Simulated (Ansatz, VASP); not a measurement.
## Two plane-wave programs on NaCu

```xyz
2
Lattice="2.9422 0.0000 0.0000 0.0000 2.9422 0.0000 0.0000 0.0000 4.0409" Properties=species:S:1:pos:R:3 pbc="T T T"
Na    0.0000    0.0000    0.0000
Cu    1.4711    1.4711    2.0205
```

The cell was built by a generator and needn't be a form met in nature.

Alike in both runs: task band structure; functional r2SCAN; k mesh 9 × 9 × 7; occupations fermi-dirac, width 0.05 eV; no spin polarisation.

|  | VASP | Ansatz |
| --- | --- | --- |
| version | VASP 6.6.1 | Ansatz 0.2.0 |
| potentials or method | VASP PAW PBE potentials, release 64 (Na_pv, Cu) | Ansatz PAW |
| plane-wave cutoff (eV) | 520 | 500 |
| valence electrons in the cell | 18 | 28 |

VASP gave:

* gap on the k mesh at the Fermi level (eV): none
* pressure (GPa): 1.3
* largest component of the traceless stress (GPa): 2.16

Question: Which values does Ansatz return?

Answer: gap on the k mesh at the Fermi level (eV): none; pressure (GPa): 1.3; largest component of the traceless stress (GPa): 2.32.

A gap of «none» marks a metal or a gap that the smearing closes. The functional is the same, so the differences come from potentials, cutoffs and numerics. The two sets of potentials don't hold the same shells in valence.

Caveats: the PAW data sets were made with another functional, which shifts forces and pressure a little (VASP); the PAW data sets come from PBE, with cores solved anew for the run's functional, which leaves a small shift of forces and pressure (Ansatz).
